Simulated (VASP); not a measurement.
Cl2BBr, in a box:

```
Cl B Br
1.0
    11.00000    0.00000    0.00000
     0.00000   12.00000    0.00000
     0.00000    0.00000   12.00000
Cl B Br
2 1 1
Cartesian
  6.3081 7.0310 7.3832
  6.1703 4.6859 5.5068
  5.7632 6.3269 5.8945
  4.7179 7.3561 4.6848
```

Base run:

| Property | Result |
| --- | --- |
| Program | VASP 6.6.1 |
| Functional | r2SCAN0 |
| Dispersion | D3(BJ) |
| Potentials or basis | VASP PAW PBE potentials, release 64 (Cl, B, Br) |
| Cutoff | 520 eV |
| k mesh | 1 × 1 × 1 |
| Occupations | gaussian, width 0.01 eV |
| Spin | no spin polarisation |

Its results: gap between the frontier levels 7.17 eV; largest force 0.212 eV/Å.

Task: The run is repeated on the same cell with these changes: functional from r2SCAN0 to BLYP; further incar settings from ALGO = Normal; EDIFF = 1e-07; NBANDS = 20 to ALGO = Fast; EDIFF = 1e-06; NBANDS = 20. What comes out?

Result: Gap between the frontier levels 4.56 eV; largest force 0.521 eV/Å.

Caveats: the PAW data sets were made with another functional, which shifts forces and pressure a little.

A k mesh can miss the band edges.

Not every run made on this cell is shown here.
